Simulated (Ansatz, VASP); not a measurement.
# Cross-check of NiGe between VASP and Ansatz, part 2 of 3

Aim: how closely do two programs agree when they are given the same cell, functional and k mesh? The cell is a member of a volume series, scaled by 0.94 from a relaxed one, so a pressure remains.

VASP 6.6.1 and Ansatz 0.2.0.

So far. Step 2 (Ansatz: single point, RPBE, volume scaled by 0.94): The run ends at a pressure of 9.83 GPa, with forces up to 0.11 eV/Å.

## (3) VASP: single point, RPBE, volume scaled by 0.94

Level of this step: RPBE, spin-polarised from a ferromagnetic start; plane waves and PAW (Ge_d, Ni) (VASP).

The same cell, functional, mesh and smearing now go to VASP, with its own data sets and cutoff.

Lines of VASP's logs that name or quote its potential files are left out, and so is its time.

File INCAR:

```
SYSTEM = NiGe
PREC = Accurate
ENCUT = 410
EDIFF = 1E-06
NELM = 100
ISMEAR = 0
SIGMA = 0.05
LREAL = .FALSE.
ALGO = Normal
GGA = RP
NBANDS = 63
ISPIN = 2
MAGMOM = 0 0 0 0 1 1 1 1
LMAXMIX = 4
LORBIT = 11
LWAVE = .FALSE.
LCHARG = .FALSE.
KPAR = 4
ISIF = 2
```

File POSCAR:

```
NiGe
1.0
    5.3847389656      0.0000000000      0.0000000000
    0.0000000000      3.3829454170      0.0000000000
    0.0000000000      0.0000000000      5.7940526930
Ge Ni
4 4
Direct
    0.3101856780      0.2500000000      0.9150724780
    0.6898143220      0.7500000000      0.0849275220
    0.1898143220      0.7500000000      0.4150724780
    0.8101856780      0.2500000000      0.5849275220
    0.4952813530      0.2500000000      0.3103518720
    0.5047186470      0.7500000000      0.6896481280
    0.0047186470      0.7500000000      0.8103518720
    0.9952813530      0.2500000000      0.1896481280
```

File KPOINTS:

```
Automatic mesh
0
Gamma
4 7 4
0 0 0
```

Potentials, in the order of the species: Ge_d and Ni (PBE family, release 64).

Command:

```
mpirun -np 4 vasp_std
```

Numbers of over 12 decimals in the logs are rounded to 6 here.

The program printed:

```text
[banner, memory and clock lines left out]
running    4 mpi-ranks, on    1 nodes
 distrk:  each k-point on    1 cores,    4 groups
 distr:  one band on    1 cores,    1 groups

 POSCAR found type information on POSCAR GeNi
 POSCAR found :  2 types and       8 ions
|                                                                             |
|               ----> ADVICE to this user running VASP <----                  |
|                                                                             |
|     You enforced a specific xc type in the INCAR file but a different       |
|     [... a line on the potential file left out ...]
|     I HOPE YOU KNOW WHAT YOU ARE DOING!                                     |
|                                                                             |

 LDA part: xc-table for (Slater+PW92), standard interpolation
 POSCAR, INCAR and KPOINTS ok, starting setup
 FFT: planning ... GRIDC
 FFT: planning ... GRID_SOFT
 FFT: planning ... GRID
 WAVECAR not read
 entering main loop
       N       E                     dE             d eps       ncg     rms          rms(c)
DAV:   1     0.946258570050E+03    0.94626E+03   -0.33751E+04 11008   0.357E+03
DAV:   2     0.153576877691E+03   -0.79268E+03   -0.74336E+03  9072   0.859E+02
DAV:   3    -0.290725121650E+02   -0.18265E+03   -0.17439E+03  9185   0.235E+02
DAV:   4    -0.422757604543E+02   -0.13203E+02   -0.13074E+02 10257   0.735E+01
DAV:   5    -0.425607241746E+02   -0.28496E+00   -0.28481E+00 10031   0.124E+01    0.236E+01
DAV:   6    -0.495911383427E+02   -0.70304E+01   -0.58808E+01 11286   0.832E+01    0.309E+01
DAV:   7    -0.385129216012E+02    0.11078E+02   -0.23430E+01 10075   0.572E+01    0.375E+00
DAV:   8    -0.386085239408E+02   -0.95602E-01   -0.24223E+00 10991   0.108E+01    0.337E+00
DAV:   9    -0.385265397603E+02    0.81984E-01   -0.49256E-01 10711   0.656E+00    0.618E-01
DAV:  10    -0.385279092104E+02   -0.13695E-02   -0.33570E-02 10024   0.173E+00    0.342E-01
DAV:  11    -0.385280026045E+02   -0.93394E-04   -0.32955E-03 11125   0.439E-01    0.176E-01
DAV:  12    -0.385281310046E+02   -0.12840E-03   -0.49980E-04 11827   0.176E-01    0.114E-01
DAV:  13    -0.385281302018E+02    0.80281E-06   -0.17387E-04 10193   0.128E-01    0.338E-02
DAV:  14    -0.385281352978E+02   -0.50960E-05   -0.23265E-05  9887   0.355E-02    0.945E-03
DAV:  15    -0.385281346708E+02    0.62696E-06   -0.31724E-06  8153   0.121E-02
   1 F= -.38528135E+02 E0= -.38527018E+02  d E =-.223241E-02  mag=    -0.0001
```

From OUTCAR (step 3):

```text
ion  position               nearest neighbor table
   1  0.310  0.250  0.915-   8 2.33   6 2.38   6 2.38   7 2.44   7 2.44   5 2.50   2 2.83   2 2.83

  LATTYP: Found a simple orthorhombic cell.
 ALAT       =     3.3829454170
 B/A-ratio  =     1.5917309628
 C/A-ratio  =     1.7127242621

 Subroutine GETGRP returns: Found  8 space group operations
 (whereof  2 operations were pure point group operations)

The static configuration has the point symmetry S_2 .
 The point group associated with its full space group is D_2h.

 Found     36 irreducible k-points:

   k-points           NKPTS =     36   k-points in BZ     NKDIM =     36   number of bands    NBANDS=     63

   dimension x,y,z NGX =    36 NGY =   24 NGZ =   40
   dimension x,y,z NGXF=    72 NGYF=   48 NGZF=   80

   ENCUT  =  410.0 eV  30.13 Ry    5.49 a.u.   8.89  5.59  9.57*2*pi/ulx,y,z

   NELECT =      96.0000    total number of electrons

 k-points in reciprocal lattice and weights: Automatic mesh
   0.00000000  0.00000000  0.00000000       0.009
   0.25000000  0.00000000  0.00000000       0.018
   0.50000000  0.00000000  0.00000000       0.009
   0.00000000  0.14285714  0.00000000       0.018
   0.25000000  0.14285714  0.00000000       0.036
   0.50000000  0.14285714  0.00000000       0.018
   0.00000000  0.28571429  0.00000000       0.018
   0.25000000  0.28571429  0.00000000       0.036
   0.50000000  0.28571429  0.00000000       0.018
[...]
0.25000000  0.42857143  0.50000000       0.036
   0.50000000  0.42857143  0.50000000       0.018

 average (electrostatic) potential at core
       1 -70.2913       2 -70.2913       3 -70.2913       4 -70.2913       5 -82.6880
       6 -82.6880       7 -82.6880       8 -82.6880

 E-fermi :   9.2472

 spin component 1
 k-point     1 :       0.0000    0.0000    0.0000
  band No.  band energies     occupation
    ...
     44       7.5133      1.00000
     45       7.5371      1.00000
     46       8.1592      1.00000
     47       8.3366      1.00000
     48       8.7083      1.00000
     49       9.9190      0.00000
     50       9.9960      0.00000
     51      13.5296      0.00000
     52      13.6024      0.00000
     53      13.9045      0.00000
    ...

 k-point     2 :       0.2500    0.0000    0.0000
  band No.  band energies     occupation
    ...
     43       7.5331      1.00000
     44       7.5347      1.00000
     45       7.5853      1.00000
     46       7.8909      1.00000
     47       8.5875      1.00000
     48       9.4789      0.00000
     49      10.6641      0.00000
     50      11.3749      0.00000
     51      12.7231      0.00000
     52      12.7788      0.00000
    ...

 k-point     3 :       0.5000    0.0000    0.0000
  band No.  band energies     occupation
    ...
     42       7.2074      1.00000
     43       7.5738      1.00000
     44       7.5738      1.00000
     45       7.6422      1.00000
     46       7.6422      1.00000
     47       9.9099      0.00000
     48       9.9099      0.00000
     49      11.0163      0.00000
     50      11.0163      0.00000
     51      12.5585      0.00000
    ...

 k-point     4 :       0.0000    0.1429    0.0000
  band No.  band energies     occupation
    ...
     44       7.6083      1.00000
     45       7.9279      1.00000
     46       8.0919      1.00000
     47       8.2151      1.00000
     48       8.4168      1.00000
     49       9.9984      0.00000
     50      10.2717      0.00000
     51      11.3561      0.00000
     52      11.9022      0.00000
     53      12.9192      0.00000
    ...

 k-point     5 :       0.2500    0.1429    0.0000
  band No.  band energies     occupation
    ...
     44       7.6319      1.00000
     45       7.8820      1.00000
     46       7.9394      1.00000
     47       8.4623      1.00000
     48       8.6662      1.00000
     49      10.5683      0.00000
     50      11.1356      0.00000
     51      11.6806      0.00000
     52      12.1348      0.00000
     53      12.4733      0.00000
    ...

 k-point     6 :       0.5000    0.1429    0.0000
  band No.  band energies     occupation
    ...
     42       7.2263      1.00000
     43       7.5904      1.00000
     44       7.5904      1.00000
     45       7.7858      1.00000
     46       7.7858      1.00000
     47       9.4613      0.00000
     48       9.4613      0.00000
     49      10.1209      0.00000
     50      10.1209      0.00000
     51      12.5320      0.00000
    ...

  Total        6.5616161      6.0601419      6.1568037      0.0000000      0.0000000      0.0000000
  in kB       99.6045814     91.9922607     93.4595752      0.0000000      0.0000000      0.0000000
  external PRESSURE =      95.0188058 kB  Pullay stress =       0.0000000 kB

  energy-cutoff  :      410.00
  volume of cell :      105.55
      direct lattice vectors                 reciprocal lattice vectors
     5.384738966  0.000000000  0.000000000     0.185710024  0.000000000  0.000000000
     0.000000000  3.382945417  0.000000000     0.000000000  0.295600395  0.000000000
     0.000000000  0.000000000  5.794052693     0.000000000  0.000000000  0.172590767

 POSITION                                       TOTAL-FORCE (eV/Angst)
 -----------------------------------------------------------------------------------
      1.67027      0.84574      5.30198         0.093097     -0.000000     -0.004255
      3.71447      2.53721      0.49207        -0.093097     -0.000000      0.004255
      1.02210      2.53721      2.40495        -0.093097     -0.000000     -0.004255
      4.36264      0.84574      3.38910         0.093097     -0.000000      0.004255
      2.66696      0.84574      1.79820        -0.098870      0.000000      0.076798
      2.71778      2.53721      3.99586         0.098870     -0.000000     -0.076798
      0.02541      2.53721      4.69522         0.098870      0.000000      0.076798
      5.35933      0.84574      1.09883        -0.098870     -0.000000     -0.076798
 -----------------------------------------------------------------------------------
    total drift:                                0.000000      0.000000     -0.000000

  FREE ENERGIE OF THE ION-ELECTRON SYSTEM (eV)
  ---------------------------------------------------
  free  energy   TOTEN  =       -38.5281346708 eV

  energy  without entropy=      -38.5259022592  energy(sigma->0) =      -38.52701847

 total charge
# of ion       s       p       d       tot
------------------------------------------
    1        1.143   1.206  10.091  12.440
    2        1.143   1.206  10.091  12.440
    3        1.143   1.206  10.091  12.440
    4        1.143   1.206  10.091  12.440
    5        0.460   0.546   8.450   9.456
    6        0.460   0.546   8.450   9.456
    7        0.460   0.546   8.450   9.456
    8        0.460   0.546   8.450   9.456
--------------------------------------------------
tot          6.414   7.008  74.163  87.585

 magnetization (x)
# of ion       s       p       d       tot
------------------------------------------
    1        0.000   0.000   0.000   0.000
    2        0.000   0.000   0.000   0.000
    3        0.000   0.000   0.000   0.000
    4        0.000   0.000   0.000   0.000
    5       -0.000  -0.000  -0.000  -0.000
    6       -0.000  -0.000  -0.000  -0.000
    7       -0.000  -0.000  -0.000  -0.000
    8       -0.000  -0.000  -0.000  -0.000
--------------------------------------------------
tot          0.000   0.000  -0.000   0.000

[... 5 further parts left out ...]
```

The scan keeps the cell's shape and the fractional positions fixed.

## (4) Comparison

Known differences besides the potentials themselves: the data sets hold 128 valence electrons in Ansatz (default PAW (the set named soft_2) files) and 96 in VASP; the cutoff is 420 eV in Ansatz and 410 eV in VASP; Ansatz makes its cores anew for this functional, VASP keeps those of its PBE data sets; VASP leaves aspherical gradient terms in its spheres out (LASPH is not set), Ansatz keeps them. Total energies have different zeros and are not compared.

Both answers:

```
                                        quantity  Ansatz  VASP  difference
                                  pressure (GPa)    9.83  9.50       +0.33
pressure without Ansatz's Pulay correction (GPa)    9.76  9.50       +0.26
```

Forces (eV/Å; atoms numbered as in POSCAR):

```csv
atom,"Ansatz x, y, z","VASP x, y, z"
Ge1,"0.099, 0.000, -0.003","0.093, 0.000, -0.004"
Ge2,"-0.099, 0.000, 0.003","-0.093, 0.000, 0.004"
Ge3,"-0.099, 0.000, -0.003","-0.093, 0.000, -0.004"
Ge4,"0.099, 0.000, 0.003","0.093, 0.000, 0.004"
Ni5,"-0.092, 0.000, 0.069","-0.099, 0.000, 0.077"
Ni6,"0.092, 0.000, -0.069","0.099, 0.000, -0.077"
Ni7,"0.092, 0.000, 0.069","0.099, 0.000, 0.077"
Ni8,"-0.092, 0.000, -0.069","-0.099, 0.000, -0.077"
```

The forces differ by 5.0 meV/Å r.m.s., which is 7.8 % of the r.m.s. force of 0.06 eV/Å (both taken over all components). Ansatz's pressure holds a Pulay correction of 0.07 GPa; VASP's holds none.

## (5) Ansatz: single point, RPBE, volume scaled by 1.04

A single point gives forces, pressure and levels at one fixed geometry, so differences don't come from the geometry; what else differs is listed under the comparison. The cell compared in this pair holds 116.77 Å³, against 105.55 Å³ for the pair before.

The cell is a member of a volume series, scaled by 1.04 from a relaxed one, so a pressure remains.

File input.yaml:

```yaml
crystal:
  lattice:
    - [5.5692897965, 0.0, 0.0]
    - [0.0, 3.4988888994, 0.0]
    - [0.0, 0.0, 5.9926319084]
  atoms:
    - { symbol: Ge, position: [0.310185678, 0.25, 0.915072478] }
    - { symbol: Ge, position: [0.689814322, 0.75, 0.084927522] }
    - { symbol: Ge, position: [0.189814322, 0.75, 0.415072478] }
    - { symbol: Ge, position: [0.810185678, 0.25, 0.584927522] }
    - { symbol: Ni, position: [0.495281353, 0.25, 0.310351872], spin: 1.0 }
    - { symbol: Ni, position: [0.504718647, 0.75, 0.689648128], spin: 1.0 }
    - { symbol: Ni, position: [0.004718647, 0.75, 0.810351872], spin: 1.0 }
    - { symbol: Ni, position: [0.995281353, 0.25, 0.189648128], spin: 1.0 }
hamiltonian:
  xc: rpbe
  pseudopotentials: { kind: paw }
magnetization:
  spin_polarized: true
kpoints:
  mp_grid: { grid: [4, 7, 4] }
scf:
  occupations: { method: gaussian, width: 0.05 }
  n_extra_bands: 10
output:
  forces: true
  stress: true
  eigenvalues: true
```

Command:

```
ansatz run input.yaml --threads 4 --pin off --max-ram 9216MiB --backend cpu --events-out ev --progress --plain --runs-dir out
```

The program printed:

```text
[...]
Crystal: 8 atoms, lattice volume = 116.774 Å³
Basis set: ecut = 420 eV, 2249 PW (Γ), exchange–correlation on 80×48×90 points (8 copies of the dense FFT grid, shifted against one another)
Bands: 74, of which v1, the nominal top of the filled ones, is band 64 counted from 1 (63 counted from 0)
Symmetry: 8 space group operations
[...]
k-point 1 ↑: bands = [... 60 lower, 12.7983, 12.8113, 13.2752, 14.1725, 14.9230, 15.0059, 16.6576, 17.0921, ... 6 higher]
  k-point 2 ↑: bands = [... 60 lower, 12.8045, 12.8045, 13.7829, 13.7829, 15.3188, 15.3188, 16.3084, 16.3084, ... 6 higher]
  k-point 35 ↓: bands = [... 60 lower, 12.7005, 12.7005, 12.7485, 12.7485, 15.6870, 15.6870, 16.2876, 16.2876, ... 6 higher]
[key lines of the parts left out:]
SCF converged after 13 iterations
Magnetization: -0.0000 μB (64.0000 up, 64.0000 down)
Free energy (F): -40583.941918 eV
Fermi energy:    13.958936 eV
P = ⅓ Tr σ = -4.5074 GPa (-45.074 kbar)
```

Run time: 18 s. Hardware: 4 threads of Arm Neoverse V1, shared host; peak memory 0.83 GiB.

The run ends at a pressure of -4.51 GPa, with forces up to 0.074 eV/Å.

## (6) VASP: single point, RPBE, volume scaled by 1.04

The same cell, functional, mesh and smearing now go to VASP, with its own data sets and cutoff.

INCAR is that of step 3.

POSCAR: that of step 3 with these lines changed.

```diff
@@ -2,5 +2,5 @@
 1.0
-    5.3847389656      0.0000000000      0.0000000000
-    0.0000000000      3.3829454170      0.0000000000
-    0.0000000000      0.0000000000      5.7940526930
+    5.5692897965      0.0000000000      0.0000000000
+    0.0000000000      3.4988888994      0.0000000000
+    0.0000000000      0.0000000000      5.9926319084
 Ge Ni
```

KPOINTS is that of step 3.

Command:

```
mpirun -np 4 vasp_std
```

The program printed:

```text
[banner, memory and clock lines left out]
running    4 mpi-ranks, on    1 nodes
[...]
[... a notice as in an earlier step ...]

 LDA part: xc-table for (Slater+PW92), standard interpolation
 POSCAR, INCAR and KPOINTS ok, starting setup
[...]
entering main loop
       N       E                     dE             d eps       ncg     rms          rms(c)
DAV:   1     0.951816564415E+03    0.95182E+03   -0.34473E+04 11049   0.349E+03
DAV:   2     0.154032292422E+03   -0.79778E+03   -0.74976E+03  9072   0.870E+02
DAV:   3    -0.289100980482E+02   -0.18294E+03   -0.17448E+03  9149   0.233E+02
DAV:   4    -0.423349593996E+02   -0.13425E+02   -0.13286E+02 10310   0.728E+01
[...]
DAV:  14    -0.386846079252E+02    0.10046E-04   -0.49937E-05 11749   0.604E-02    0.152E-02
DAV:  15    -0.386846083553E+02   -0.43008E-06   -0.10052E-05  9786   0.157E-02    0.416E-03
DAV:  16    -0.386846084477E+02   -0.92423E-07   -0.56397E-07  5713   0.638E-03
   1 F= -.38684608E+02 E0= -.38683270E+02  d E =-.267701E-02  mag=    -0.0003
```

OUTCAR, selected parts (step 6):

```text
  Total       -3.6453006     -3.3696861     -3.4068246      0.0000000      0.0000000      0.0000000
  in kB      -50.0145497    -46.2330404    -46.7425912      0.0000000      0.0000000      0.0000000
  external PRESSURE =     -47.6633938 kB  Pullay stress =       0.0000000 kB

 POSITION                                       TOTAL-FORCE (eV/Angst)
 -----------------------------------------------------------------------------------
      1.72751      0.87472      5.48369        -0.059908     -0.000000      0.006367
      3.84178      2.62417      0.50894         0.059908      0.000000     -0.006367
      1.05713      2.62417      2.48738         0.059908     -0.000000      0.006367
      4.51216      0.87472      3.50526        -0.059908      0.000000     -0.006367
      2.75837      0.87472      1.85982         0.051565      0.000000     -0.037750
      2.81092      2.62417      4.13281        -0.051565     -0.000000      0.037750
      0.02628      2.62417      4.85614        -0.051565     -0.000000     -0.037750
      5.54301      0.87472      1.13649         0.051565     -0.000000      0.037750
 -----------------------------------------------------------------------------------
    total drift:                               -0.000000      0.000000     -0.000000

  FREE ENERGIE OF THE ION-ELECTRON SYSTEM (eV)
  ---------------------------------------------------
  free  energy   TOTEN  =       -38.6846084477 eV

  energy  without entropy=      -38.6819314363  energy(sigma->0) =      -38.68326994

 magnetization (x)
# of ion       s       p       d       tot
------------------------------------------
    1        0.000   0.000   0.000   0.000
    2        0.000   0.000   0.000   0.000
    3        0.000   0.000   0.000   0.000
    4        0.000   0.000   0.000   0.000
    5       -0.000   0.000  -0.000  -0.000
    6       -0.000   0.000  -0.000  -0.000
    7       -0.000   0.000  -0.000  -0.000
    8       -0.000   0.000  -0.000  -0.000
--------------------------------------------------
tot          0.000   0.000  -0.000  -0.000

[... 1 part as in an earlier step ...]

[... 2 further parts left out ...]
[key lines of the parts left out:]
E-fermi :   7.8946
```

The run ends at a pressure of -4.77 GPa, with forces up to 0.064 eV/Å.

## (7) Comparison

Both answers:

```
                                        quantity  Ansatz   VASP  difference
                                  pressure (GPa)   -4.51  -4.77       +0.26
pressure without Ansatz's Pulay correction (GPa)   -4.57  -4.77       +0.20
```

Forces (eV/Å; atoms numbered as in POSCAR):

```
atom         Ansatz x, y, z           VASP x, y, z
 Ge1   -0.061, 0.000, 0.007   -0.060, 0.000, 0.006
 Ge2   0.061, 0.000, -0.007   0.060, 0.000, -0.006
 Ge3    0.061, 0.000, 0.007    0.060, 0.000, 0.006
 Ge4  -0.061, 0.000, -0.007  -0.060, 0.000, -0.006
 Ni5   0.060, 0.000, -0.042   0.052, 0.000, -0.038
 Ni6   -0.060, 0.000, 0.042   -0.052, 0.000, 0.038
 Ni7  -0.060, 0.000, -0.042  -0.052, 0.000, -0.038
 Ni8    0.060, 0.000, 0.042    0.052, 0.000, 0.038
```

The forces differ by 4.1 meV/Å r.m.s., which is 11.5 % of the r.m.s. force of 0.04 eV/Å (both taken over all components). Ansatz's pressure holds a Pulay correction of 0.06 GPa; VASP's holds none.

(Part 2 of 3 ends here.)

[Lines on the potential files, build, host, timing and source positions are cut from VASP's logs without a mark.]

[Logs are printed without paths, hosts, clocks, repeated set-up lines and the standing remarks that a program may print on its own settings, such as how far it seeks lower states.]

[Hosts, paths, dates, database ids (printed as entryN), source tags and the programs' standing remarks are cut or masked in the printed files.]
